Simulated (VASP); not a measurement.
Input for VASP

File KPOINTS:
```
Automatic mesh
0
Gamma
8 8 8
0 0 0
```

POSCAR:
```
AlAs
1
    0.0000000000     2.7763553818     2.7763553818
    2.7763553818     0.0000000000     2.7763553818
    2.7763553818     2.7763553818     0.0000000000
Al As
1 1
Direct
  0.0000000000   0.0000000000   0.0000000000
  0.2500000000   0.2500000000   0.2500000000
```

**INCAR**
```
# general
SYSTEM   =  AlAs
PREC     =  Accurate
ENCUT    =  520
LREAL    =  .FALSE.
LASPH    =  .TRUE.

# electronic loop
EDIFF    =  1E-7
NELM     =  100
ALGO     =  Normal
LMAXMIX  =  4

# smearing
ISMEAR   =  0
SIGMA    =  0.05

# functional
GGA      =  PE
IVDW     =  13

# ions
ISIF     =  2

# output
LWAVE    =  .FALSE.
LCHARG   =  .FALSE.
```

POTCAR, in this order: Al As (PBE.64 set). Program: vasp_std.

Q: Write an equivalent input for Ansatz.

A: One equivalent input (not run):
Ansatz 0.2 input:
```yaml
crystal:
  lattice:
    - [0.0000000, 2.7763554, 2.7763554]
    - [2.7763554, 0.0000000, 2.7763554]
    - [2.7763554, 2.7763554, 0.0000000]
  atoms:
    - { symbol: Al, position: [0.0000000, 0.0000000, 0.0000000] }
    - { symbol: As, position: [0.2500000, 0.2500000, 0.2500000] }
kpoints:
  mp_grid: { grid: [8, 8, 8] }
hamiltonian:
  xc: pbe
  dispersion: d4
  pseudopotentials: { kind: paw }
scf:
  occupations: { method: gaussian, width: 0.05 }
  max_iter: 100
output: { forces: true, stress: true, eigenvalues: true }
```
What does not carry over: each code has its own PAW files, so the cut-off isn't converted (ENCUT is set for VASP's; basis.ecutwfc is left out, and Ansatz then takes the one that its files recommend); Ansatz stops its SCF on the density residual and VASP on the energy change (EDIFF).

The compound is AlAs in the zinc blende structure. This cell is one point of a volume scan, at 0.94 of the reference volume.
